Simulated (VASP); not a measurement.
Computed with PBEsol GGA, VASP's PBE PAW potentials (set 64) (plane waves; VASP).

A VASP calculation is set up with these files.

### KPOINTS
```
Automatic mesh
0
Gamma
13 13 6
0 0 0
```

INCAR:
```
! general
SYSTEM   =  Cd
PREC     =  Accurate
ENCUT    =  520
LREAL    =  .False.
LASPH    =  .True.

! electronic loop
EDIFF    =  1E-6
NELM     =  100
ALGO     =  Normal
LMAXMIX  =  4

! smearing
ISMEAR   =  1
SIGMA    =  0.1

! functional
GGA      =  PS

! ions
IBRION   =  2
NSW      =  60
ISIF     =  3
EDIFFG   =  -0.01

! output
LWAVE    =  .False.
LCHARG   =  .False.
```

POSCAR:
```
Cd
1
    1.4900000000    -2.5807560000     0.0000000000
    1.4900000000     2.5807560000     0.0000000000
    0.0000000000     0.0000000000     5.6200000000
Cd
2
Direct
  0.3333330000   0.6666670000   0.2500000000
  0.6666670000   0.3333330000   0.7500000000
```

POTCAR, in this order: Cd (PBE.64 set). Program: vasp_std.

Output of the run:

### OSZICAR
```
       N       E                     dE             d eps       ncg     rms          rms(c)
DAV:   1     0.164814355900E+03    0.16481E+03   -0.13406E+04  2696   0.150E+03
DAV:   2     0.813225827078E+00   -0.16400E+03   -0.16056E+03  2736   0.371E+02
DAV:   3    -0.257739245812E+01   -0.33906E+01   -0.33863E+01  3312   0.637E+01
DAV:   4    -0.258158668090E+01   -0.41942E-02   -0.41941E-02  3160   0.195E+00
DAV:   5    -0.258159740848E+01   -0.10728E-04   -0.10728E-04  3248   0.924E-02    0.442E+00
DAV:   6    -0.241826137212E+01    0.16334E+00   -0.46255E-01  2888   0.898E+00    0.354E+00
DAV:   7    -0.240700448523E+01    0.11257E-01   -0.35050E-02  3064   0.189E+00    0.193E+00
DAV:   8    -0.240529129755E+01    0.17132E-02   -0.32565E-03  2984   0.832E-01    0.952E-02
DAV:   9    -0.240530587586E+01   -0.14578E-04   -0.32301E-05  3352   0.686E-02    0.425E-02
DAV:  10    -0.240532726267E+01   -0.21387E-04   -0.16401E-05  3000   0.505E-02    0.337E-03
DAV:  11    -0.240532716307E+01    0.99604E-07   -0.10753E-07  1840   0.358E-03
   1 F= -.24053272E+01 E0= -.24051599E+01  d E =-.240533E+01
       N       E                     dE             d eps       ncg     rms          rms(c)
DAV:   1    -0.265414613629E+01   -0.24882E+00   -0.46920E+00  2688   0.288E+01    0.334E+00
DAV:   2    -0.242610346202E+01    0.22804E+00   -0.66453E-01  2704   0.116E+01    0.960E-01
DAV:   3    -0.241318878650E+01    0.12915E-01   -0.29535E-02  3192   0.195E+00    0.753E-01
DAV:   4    -0.241041949939E+01    0.27693E-02   -0.34554E-03  2880   0.489E-01    0.991E-02
DAV:   5    -0.241039294740E+01    0.26552E-04   -0.10768E-04  3144   0.130E-01    0.402E-02
DAV:   6    -0.241040328527E+01   -0.10338E-04   -0.64550E-06  2944   0.231E-02    0.873E-03
DAV:   7    -0.241040421795E+01   -0.93268E-06   -0.60532E-07  1832   0.798E-03
   2 F= -.24104042E+01 E0= -.24103015E+01  d E =-.507705E-02
       N       E                     dE             d eps       ncg     rms          rms(c)
DAV:   1    -0.241143608688E+01   -0.10328E-02   -0.19758E-02  2704   0.190E+00    0.228E-01
DAV:   2    -0.241050737005E+01    0.92872E-03   -0.25889E-03  2728   0.718E-01    0.695E-02
DAV:   3    -0.241044618114E+01    0.61189E-04   -0.12266E-04  3080   0.132E-01    0.562E-02
DAV:   4    -0.241042843206E+01    0.17749E-04   -0.11945E-05  2944   0.286E-02    0.462E-03
DAV:   5    -0.241042830957E+01    0.12250E-06   -0.29188E-07  1648   0.606E-03
   3 F= -.24104283E+01 E0= -.24103192E+01  d E =-.510115E-02
       N       E                     dE             d eps       ncg     rms          rms(c)
DAV:   1    -0.242149417371E+01   -0.11066E-01   -0.40049E-01  2864   0.606E+00    0.548E-01
DAV:   2    -0.241419028618E+01    0.73039E-02   -0.96145E-03  2968   0.138E+00    0.264E-01
DAV:   3    -0.241191788159E+01    0.22724E-02   -0.24552E-03  2920   0.499E-01    0.127E-01
DAV:   4    -0.241162534522E+01    0.29254E-03   -0.63332E-04  3088   0.253E-01    0.430E-02
DAV:   5    -0.241162622822E+01   -0.88300E-06   -0.47626E-05  3056   0.858E-02    0.179E-02
DAV:   6    -0.241162544259E+01    0.78564E-06   -0.48795E-06  2840   0.295E-02
   4 F= -.24116254E+01 E0= -.24117037E+01  d E =-.119713E-02
       N       E                     dE             d eps       ncg     rms          rms(c)
DAV:   1    -0.241886972952E+01   -0.72435E-02   -0.27125E-01  2856   0.500E+00    0.452E-01
DAV:   2    -0.241389287643E+01    0.49769E-02   -0.65472E-03  2952   0.114E+00    0.219E-01
DAV:   3    -0.241234058741E+01    0.15523E-02   -0.16642E-03  2904   0.413E-01    0.106E-01
DAV:   4    -0.241213825925E+01    0.20233E-03   -0.43706E-04  3128   0.211E-01    0.359E-02
DAV:   5    -0.241213889308E+01   -0.63384E-06   -0.33112E-05  3040   0.717E-02    0.149E-02
DAV:   6    -0.241213839840E+01    0.49469E-06   -0.34896E-06  2568   0.250E-02
   5 F= -.24121384E+01 E0= -.24122183E+01  d E =-.171009E-02
       N       E                     dE             d eps       ncg     rms          rms(c)
DAV:   1    -0.241226988973E+01   -0.13100E-03   -0.49797E-03  2888   0.679E-01    0.611E-02
DAV:   2    -0.241217785395E+01    0.92036E-04   -0.12078E-04  2968   0.157E-01    0.297E-02
DAV:   3    -0.241214981403E+01    0.28040E-04   -0.30124E-05  2904   0.555E-02    0.147E-02
DAV:   4    -0.241214650983E+01    0.33042E-05   -0.80976E-06  3120   0.287E-02    0.489E-03
DAV:   5    -0.241214654675E+01   -0.36921E-07   -0.59840E-07  1488   0.979E-03
   6 F= -.24121465E+01 E0= -.24122128E+01  d E =-.171824E-02
       N       E                     dE             d eps       ncg     rms          rms(c)
DAV:   1    -0.241552432138E+01   -0.33778E-02   -0.65922E-02  2688   0.348E+00    0.418E-01
DAV:   2    -0.241241347289E+01    0.31108E-02   -0.86182E-03  2712   0.131E+00    0.128E-01
DAV:   3    -0.241220992898E+01    0.20354E-03   -0.41011E-04  3024   0.243E-01    0.104E-01
DAV:   4    -0.241215691374E+01    0.53015E-04   -0.39648E-05  2872   0.512E-02    0.819E-03
DAV:   5    -0.241215661123E+01    0.30250E-06   -0.10272E-06  2288   0.110E-02
   7 F= -.24121566E+01 E0= -.24122233E+01  d E =-.100645E-04
```

OUTCAR:
```
------------------------ aborting loop because EDIFF is reached ----------------------------------------
  FORCE on cell =-STRESS in cart. coord.  units (eV):
  Direction    XX          YY          ZZ          XY          YZ          ZX
  --------------------------------------------------------------------------------------
  Total       -0.0132206     -0.0132206     -0.0056597     -0.0000000      0.0000000     -0.0000000
  in kB       -0.5037456     -0.5037457     -0.2156526     -0.0000000      0.0000000     -0.0000000
  external PRESSURE =      -0.4077147 kB  Pullay stress =       0.0000000 kB
  volume of cell :       42.05
      direct lattice vectors                 reciprocal lattice vectors
     1.484812468 -2.571770928  0.000000000     0.336742862 -0.194418560  0.000000000
     1.484812468  2.571770928  0.000000000     0.336742862  0.194418560  0.000000000
     0.000000000  0.000000000  5.505734001    -0.000000000 -0.000000000  0.181628825
 POSITION                                       TOTAL-FORCE (eV/Angst)
 -----------------------------------------------------------------------------------
      1.48481      0.85726      1.37643        -0.000000      0.000000      0.000000
      1.48481     -0.85726      4.12930         0.000000     -0.000000      0.000000
 -----------------------------------------------------------------------------------
    total drift:                                0.000000      0.000190      0.000002
  FREE ENERGIE OF THE ION-ELECTRON SYSTEM (eV)
  ---------------------------------------------------
  free  energy   TOTEN  =        -2.4121566112 eV

  energy  without entropy=       -2.4123565518  energy(sigma->0) =       -2.41222326

 reached required accuracy - stopping structural energy minimisation
```
(Selected blocks of OUTCAR.)

### CONTCAR
```
Cd
   1.00000000000000
     1.4848124679317318   -2.5717709277148231    0.0000000000000000
     1.4848124679317318    2.5717709277148231    0.0000000000000000
     0.0000000000000000    0.0000000000000000    5.5057340009398663
  Cd
     2
Direct
     0.3333330000000032    0.6666669999999968    0.2500000000000000
     0.6666669999999968    0.3333330000000032    0.7500000000000000
```

File OUTCAR:
```
 val. band max:        2.9860242197   @ k =   0.3077   0.0000   0.0000

 cond. band min:       3.0603697618   @ k =   0.3077   0.3077   0.5000


 Fermi energy:         3.0060097922

 k-point     1 :       0.0000    0.0000    0.0000
  band No.  band energies     occupation
      1      -6.9499      2.00000
      2      -6.6416      2.00000
      3      -6.2691      2.00000
      4      -6.2691      2.00000
      5      -6.2092      2.00000
      6      -6.2092      2.00000
      7      -6.0985      2.00000
      8      -5.7450      2.00000
      9      -5.7450      2.00000
     10      -5.4520      2.00000
     11      -5.4520      2.00000
     12      -0.1512      2.00000
     13       0.1489      2.00000
     14      14.1371      0.00000
     15      17.3928      0.00000
     16      17.8252      0.00000

 k-point     2 :       0.0769   -0.0000    0.0000
  band No.  band energies     occupation
      1      -6.8873      2.00000
      2      -6.5775      2.00000
      3      -6.2930      2.00000
      4      -6.2329      2.00000
      5      -6.2129      2.00000
      6      -6.1552      2.00000
      7      -5.9741      2.00000
      8      -5.7914      2.00000
      9      -5.7659      2.00000
     10      -5.5363      2.00000
     11      -5.4499      2.00000
     12       0.0902      2.00000
     13       0.2321      2.00000
     14      14.3345      0.00000
     15      15.4618      0.00000
     16      16.6920      0.00000

 k-point     3 :       0.1538    0.0000    0.0000
  band No.  band energies     occupation
      1      -6.7622      2.00000
      2      -6.4850      2.00000
      3      -6.3632      2.00000
      4      -6.2243      2.00000
      5      -6.0539      2.00000
      6      -6.0029      2.00000
      7      -5.9435      2.00000
      8      -5.8199      2.00000
      9      -5.7153      2.00000
     10      -5.5266      2.00000
     11      -5.4475      2.00000
     12       0.5006      2.00000
     13       0.7604      2.00000
...
```

Energy and stress use the plane-wave basis of the starting cell.

The compound is Cd in the hcp structure. This run relaxes it. Symmetry was kept, so distortions that lower it aren't found.
